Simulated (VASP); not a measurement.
An input for Quantum ESPRESSO's pw.x (written as the equivalent of a VASP run, and not itself run):

```
&CONTROL
  calculation = 'vc-relax'
  pseudo_dir = './pseudo'
  outdir = './out'
  tprnfor = .true.
  tstress = .true.
  nstep = 60
  forc_conv_thr = 0.00078
/
&SYSTEM
  ibrav = 0
  nat = 8
  ntyp = 3
  ecutwfc = 80
  occupations = 'smearing'
  smearing = 'gaussian'
  degauss = 0.003675
  input_dft = 'pbesol'
/
&ELECTRONS
  conv_thr = 7.3e-08
  electron_maxstep = 100
/
&IONS
/
&CELL
/
ATOMIC_SPECIES
  Ga 69.723 Ga.upf
  P 30.974 P.upf
  Al 26.982 Al.upf
CELL_PARAMETERS angstrom
     5.4550000    0.0000000    0.0000000
     0.0000000    5.4550000    0.0000000
     0.0000000    0.0000000    5.4550000
ATOMIC_POSITIONS crystal
  Ga   0.0000000  0.0000000  0.0000000
  Ga   0.5000000  0.5000000  0.0000000
  P    0.2500000  0.2500000  0.2500000
  P    0.7500000  0.7500000  0.2500000
  P    0.7500000  0.2500000  0.7500000
  P    0.2500000  0.7500000  0.7500000
  Al   0.5000000  0.0000000  0.5000000
  Al   0.0000000  0.5000000  0.5000000
K_POINTS automatic
  4 4 4 0 0 0
```

Task: Translate this input to VASP (INCAR, KPOINTS, POSCAR, choice of POTCAR).

Result: One answer among several that fit: 
**INCAR**
```
LMAXMIX = 4   ! l cut-off of mixed one-centre charges
PREC = Accurate
EDIFF = 1E-6   ! SCF stop (eV)
SIGMA = 0.05
ISIF = 3   ! ions, shape and volume
GGA = PS
EDIFFG = -0.02
ENCUT = 400   ! plane-wave cut-off (eV)
SYSTEM = Al2Ga2P4
LASPH = .TRUE.
NSW = 60
LREAL = .FALSE.   ! projection in real space or not
IBRION = 2   ! conjugate gradients
LCHARG = .FALSE.
NELM = 100   ! most electronic steps
LWAVE = .FALSE.
ALGO = Normal   ! blocked Davidson
ISMEAR = 0   ! Gaussian
```

KPOINTS:
```
Automatic mesh
0
gamma
  4 4 4
```

File POSCAR:
```
Al2Ga2P4
1
    5.4550000000     0.0000000000     0.0000000000
    0.0000000000     5.4550000000     0.0000000000
    0.0000000000     0.0000000000     5.4550000000
Ga P Al
2 4 2
Direct
  0.0000000000   0.0000000000   0.0000000000
  0.5000000000   0.5000000000   0.0000000000
  0.2500000000   0.2500000000   0.2500000000
  0.7500000000   0.7500000000   0.2500000000
  0.7500000000   0.2500000000   0.7500000000
  0.2500000000   0.7500000000   0.7500000000
  0.5000000000   0.0000000000   0.5000000000
  0.0000000000   0.5000000000   0.5000000000
```

POTCAR, in this order: Ga_d P Al (PBE.64 set). Program: vasp_std.

What does not carry over: the potentials are each code's own (VASP's PAW set, PseudoDojo norm-conserving files in pw.x), so ENCUT and ecutwfc are chosen apart and not converted; conv_thr bounds pw.x's estimated SCF error, while EDIFF bounds the energy change between steps; forc_conv_thr acts on force components and is met together with etot_conv_thr.

The structure was generated: Al2Ga2P4 was put into an ordered model structure (P-4m2), which need not be its known phase. This run relaxes it. Symmetry was kept, so distortions that lower it aren't found. The start is the result of an earlier pass.
